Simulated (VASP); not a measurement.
Computed with PBE GGA, VASP's PBE PAW potentials (set 64) (plane waves; VASP 6.6.1).

Input for VASP

**KPOINTS**
```
kpoints
0
G
5 5 5
0 0 0
```

INCAR:
```
SYSTEM = Mg2Au
PREC = Accurate; ENCUT = 300; LREAL = F
LASPH = T
EDIFF = 1E-6; NELM = 100; ALGO = Normal
LMAXMIX = 6
ISMEAR = 0; SIGMA = 0.2
GGA = PE
ISIF = 2
LWAVE = F; LCHARG = F
```

POSCAR:
```
Mg2Au
1
    0.0000000000     4.1417540000     4.1417540000
    4.1417540000     0.0000000000     4.1417540000
    4.1417540000     4.1417540000     0.0000000000
Mg Au
4 2
Direct
  0.1250000000   0.1250000000   0.1250000000
  0.6250000000   0.1250000000   0.1250000000
  0.1250000000   0.6250000000   0.1250000000
  0.1250000000   0.1250000000   0.6250000000
  0.7500000000   0.7500000000   0.7500000000
  0.5000000000   0.5000000000   0.5000000000
```

POTCAR, in this order: Mg Au (PBE.64 set). Program: vasp_std.

The resulting files:

File OUTCAR:
```
 ion  position               nearest neighbor table
   1  0.125  0.125  0.125-   2 2.93   3 2.93   4 2.93   4 2.93   3 2.93   2 2.93   5 3.43   6 3.43
                             5 3.43   6 3.43   5 3.43   6 3.43
   2  0.625  0.125  0.125-   1 2.93   4 2.93   3 2.93   1 2.93   3 2.93   4 2.93   6 3.43   5 3.43
                             6 3.43   5 3.43   6 3.43   5 3.43
   3  0.125  0.625  0.125-   1 2.93   4 2.93   1 2.93   2 2.93   4 2.93   2 2.93   5 3.43   6 3.43
                             5 3.43   6 3.43   6 3.43   5 3.43
   4  0.125  0.125  0.625-   1 2.93   1 2.93   2 2.93   3 2.93   3 2.93   2 2.93   5 3.43   6 3.43
                             5 3.43   6 3.43   6 3.43   5 3.43
   5  0.750  0.750  0.750-   4 3.43   4 3.43   3 3.43   1 3.43   2 3.43   1 3.43   1 3.43   3 3.43
                             2 3.43   2 3.43   3 3.43   4 3.43   6 3.59   6 3.59   6 3.59   6 3.59
   6  0.500  0.500  0.500-   4 3.43   4 3.43   1 3.43   1 3.43   2 3.43   3 3.43   1 3.43   2 3.43
                             3 3.43   2 3.43   3 3.43   4 3.43   5 3.59   5 3.59   5 3.59   5 3.59
  LATTYP: Found a face centered cubic cell.
 ALAT       =     8.2835080000
 Subroutine PRICEL returns:
 Original cell was already a primitive cell.
 Subroutine GETGRP returns: Found 48 space group operations
The static configuration has the point symmetry T_d .
 The point group associated with its full space group is O_h .
The dynamic configuration has the point symmetry T_d .
 Subroutine INISYM returns: Found 48 space group operations
 Subroutine IBZKPT returns following result:
 Found     10 irreducible k-points:

 Following reciprocal coordinates:
            Coordinates               Weight
  0.000000  0.000000  0.000000      1.000000
  0.200000  0.000000  0.000000      8.000000
  0.400000  0.000000  0.000000      8.000000
  0.200000  0.200000  0.000000      6.000000
  0.400000  0.200000  0.000000     24.000000
 -0.400000  0.200000  0.000000     24.000000
 -0.200000  0.200000  0.000000     12.000000
  0.400000  0.400000  0.000000      6.000000
 -0.400000  0.400000  0.000000     12.000000
 -0.400000  0.400000  0.200000     24.000000
   k-points           NKPTS =     10   k-points in BZ     NKDIM =     10   number of bands    NBANDS=     19
   number of dos      NEDOS =    301   number of ions     NIONS =      6
   total plane-waves  NPLWV =  46656
...
```

File OSZICAR:
```
       N       E                     dE             d eps       ncg     rms          rms(c)
DAV:   1     0.910004549687E+02    0.91000E+02   -0.86380E+03   380   0.835E+02
DAV:   2    -0.802516757388E+01   -0.99026E+02   -0.94131E+02   526   0.154E+02
DAV:   3    -0.126714507984E+02   -0.46463E+01   -0.45491E+01   449   0.343E+01
DAV:   4    -0.127429426983E+02   -0.71492E-01   -0.71250E-01   433   0.457E+00
DAV:   5    -0.127443179828E+02   -0.13753E-02   -0.13752E-02   439   0.672E-01    0.514E+00
DAV:   6    -0.122332034688E+02    0.51111E+00   -0.36039E+00   418   0.147E+01    0.357E+00
DAV:   7    -0.121701233960E+02    0.63080E-01   -0.20037E-01   404   0.344E+00    0.179E+00
DAV:   8    -0.121400547159E+02    0.30069E-01   -0.73118E-02   445   0.140E+00    0.273E-01
DAV:   9    -0.121387102012E+02    0.13445E-02   -0.44802E-03   418   0.489E-01    0.189E-01
DAV:  10    -0.121383792282E+02    0.33097E-03   -0.20982E-03   423   0.274E-01    0.508E-02
DAV:  11    -0.121383775200E+02    0.17082E-05   -0.17545E-04   432   0.105E-01    0.110E-02
DAV:  12    -0.121383783316E+02   -0.81160E-06   -0.68944E-06   420   0.212E-02
   1 F= -.12138378E+02 E0= -.12101396E+02  d E =-.739655E-01
```

### OUTCAR
```
------------------------ aborting loop because EDIFF is reached ----------------------------------------
  FORCE on cell =-STRESS in cart. coord.  units (eV):
  Direction    XX          YY          ZZ          XY          YZ          ZX
  --------------------------------------------------------------------------------------
  Total       -5.5004499     -5.5004499     -5.5004499     -0.0000000      0.0000000     -0.0000000
  in kB      -62.0191627    -62.0191627    -62.0191627     -0.0000000      0.0000000     -0.0000000
  external PRESSURE =     -62.0191627 kB  Pullay stress =       0.0000000 kB
  volume of cell :      142.10
      direct lattice vectors                 reciprocal lattice vectors
     0.000000000  4.141754000  4.141754000    -0.120721800  0.120721800  0.120721800
     4.141754000  0.000000000  4.141754000     0.120721800 -0.120721800  0.120721800
     4.141754000  4.141754000  0.000000000     0.120721800  0.120721800 -0.120721800
 POSITION                                       TOTAL-FORCE (eV/Angst)
 -----------------------------------------------------------------------------------
      1.03544      1.03544      1.03544         0.000000      0.000000      0.000000
      1.03544      3.10632      3.10632         0.000000      0.000000      0.000000
      3.10632      1.03544      3.10632         0.000000      0.000000      0.000000
      3.10632      3.10632      1.03544         0.000000      0.000000      0.000000
      6.21263      6.21263      6.21263         0.000000      0.000000      0.000000
      4.14175      4.14175      4.14175        -0.000000     -0.000000     -0.000000
 -----------------------------------------------------------------------------------
    total drift:                                0.000000      0.000000      0.000000
  FREE ENERGIE OF THE ION-ELECTRON SYSTEM (eV)
  ---------------------------------------------------
  free  energy   TOTEN  =       -12.1383783316 eV

  energy  without entropy=      -12.0644128076  energy(sigma->0) =      -12.10139557
```
(Selected blocks of OUTCAR.)

At this cut-off the stress carries a Pulay error, which pulls relaxed volumes low.

The structure was generated: Mg2Au was put into an ordered model structure, which need not be its known phase. The cell was not relaxed at this level.
